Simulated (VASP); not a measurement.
Given:

```
Al
1.0
    0.00000     2.00272     2.00272
    2.00272     0.00000     2.00272
    2.00272     2.00272     0.00000
Al
1
Direct
  0.00000   0.00000   0.00000
```

Level of theory: PBE GGA, VASP's PBE PAW potentials (set 64) (plane waves; VASP). Settings: 300 eV cut-off, 14×14×14 Γ-centred mesh, Fermi-Dirac smearing of 0.10 eV, potentials Al.

Question: Give the stress tensor in GPa (positive for a compressed cell).

Answer: 
```
1.96  0.00  0.00
0.00  1.96  0.00
0.00  0.00  1.96
```
The pressure is its mean diagonal, 1.96 GPa.

The structure is a typed Al crystal (Fm-3m). The cell was not relaxed at this level.
